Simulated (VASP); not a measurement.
RuAs (relaxed from the rock salt structure, space group Fm-3m): computed properties

Computed with r2SCAN meta-GGA, VASP's PBE PAW potentials (set 64) (plane waves; VASP).

For RuAs, the space group comes out as Fm-3m (225). The cell comes out as a = 5.0386 Å, b = 5.0386 Å, c = 5.0386 Å, α = 90.00°, β = 90.00°, γ = 90.00°. The volume per atom comes out as 15.99 Å³/atom, the band gap (over mesh and band path) is none (metal, semimetal or under 0.01 eV) and the density is 9.14 g/cm³.

```yaml
crystal:
  lattice:
    - [0.00000, 2.51932, 2.51932]
    - [2.51932, 0.00000, 2.51932]
    - [2.51932, 2.51932, 0.00000]
  atoms:
    - { symbol: Ru, position: [0.00000, 0.00000, 0.00000] }
    - { symbol: As, position: [0.50000, 0.50000, 0.50000] }
```

The structure was generated: RuAs was put into the rock salt type (Fm-3m), which need not be its known phase. It was relaxed first, which changed the volume by -32 %. Symmetry was kept, so distortions that lower it aren't found. The electron count is odd and the run is not spin-polarised, which forces a metal.
